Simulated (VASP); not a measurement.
Runs of VASP 6.6.1 on FCSSeH. The cell holds a molecule in a box, 5 atoms: a = 12.000 Å, b = 11.000 Å, c = 12.000 Å, α = 90.00°, β = 90.00°, γ = 90.00°. 

| task | level | cell | grid for exact exchange (PRECFOCK) | screening parameter | gap on the mesh (eV) | largest force (eV/Å) |
| --- | --- | --- | --- | --- | --- | --- |
| single point | revPBE+D4 | as given | - | - | 2.62 | 1.57 |
| single point | PBE | as given | - | - | 2.60 | 1.37 |
| electron localisation function | PBE | as given | - | - | 2.60 | 1.37 |
| atomic charges | PBE+TS | as given | - | - | 2.60 | 1.37 |
| single point | SCAN+D3(BJ) | as given | - | - | 2.89 | 0.79 |
| single point | HSE06+D3(BJ) | as given | Fast | 0.2 1/A | (b) | (a) |
| single point | PBE | atoms moved at random, drawn with an rms of 0.05 Å | - | - | 2.34 | 5.75 |
| relaxation of the atoms | r2SCAN+D3(BJ) | atoms relaxed | - | - | 2.89 | 0.01 |
| relaxation of the atoms | PBE | atoms relaxed from: atoms moved at random, drawn with an rms of 0.02 Å | - | - | 2.54 | 0.01 |

Alike in all rows: potentials or basis VASP PAW PBE potentials, release 64 (F, C, S, Se, H); no spin polarisation; k mesh 1 × 1 × 1; cutoff (eV) 520; smearing gaussian 0.01 eV.

Question: Fill in the values left out.

Answer: (a) 0.56; (b) 3.77.

Caveats: the PAW data sets were made with another functional, which shifts forces and pressure a little (some runs); the standard files for N, O and F lose accuracy on very short bonds (some runs).

A k mesh can miss the band edges, and the runs leave out spin-orbit coupling on Se.
